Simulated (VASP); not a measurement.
Data:

```xyz
2
Lattice="4.7069 0.0000 0.0000 -2.3535 4.0763 0.0000 0.0000 0.0000 15.0984" Properties=species:S:1:pos:R:3 pbc="T T T"
Sn     0.0000     0.0000     7.5492
Sn     2.3535     1.3588     7.5492
```

All values below come from r2SCAN meta-GGA, VASP's PBE PAW potentials (set 64) (plane waves; VASP). Run with 400 eV cut-off, 10×10×1 Γ-centred mesh, tetrahedra with Blöchl corrections, potentials Sn_d.

The cell holds a wide vacuum, so values per volume refer to the whole cell.

Q: Give the energies of bands 12 to 17 at the high-symmetry points, in eV from the Fermi level.

A: 
```tsv
band	Γ	M	K
12	-2.11	-6.97	-7.75
13	-1.24	-2.44	-3.65
14	-1.12	-0.45	0.39
15	-1.12	0.71	0.39
16	3.16	1.17	4.45
17	3.16	5.90	4.45
```

It has no gap at this level: it comes out as a metal or semimetal.

The cell is a sheet with vacuum, built from a generated structure.
